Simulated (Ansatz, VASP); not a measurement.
One calculation of CS3, two programs

```
C S
1.0
    -2.36707    2.36707    2.36707
     2.36707   -2.36707    2.36707
     2.36707    2.36707   -2.36707
C S
1 3
Direct
  0.00000 0.00000 0.00000
  0.00000 0.50000 0.50000
  0.50000 0.00000 0.50000
  0.50000 0.50000 0.00000
```

Alike in both runs: task relaxation of cell and atoms; functional PBE; dispersion D3(BJ); k mesh 6 × 6 × 6; occupations gaussian, width 0.1 eV; no spin polarisation.

```csv
,VASP,Ansatz
version,VASP 6.6.1,Ansatz 0.2.0
potentials or method,"VASP PAW PBE potentials, release 64 (C, S)","scalar-relativistic, plane waves, PAW"
plane-wave cutoff (eV),600,420
valence electrons in the cell,22,22
```

```tsv
	VASP	Ansatz	Ansatz less VASP
gap on the k mesh at the Fermi level, each at its own relaxed structure (eV)	none	none	-
relaxed volume (Å³/atom)	13.34	13.32	-0.028
relaxed cell length with the largest relative difference (Å)	4.108	4.105	-0.0029
```

A gap of «none» marks a metal or a gap that the smearing closes. Ansatz warned: «dispersion_switch_in_reach».

Caveats: pairwise dispersion overbinds metals, which lowers pressure and volume.
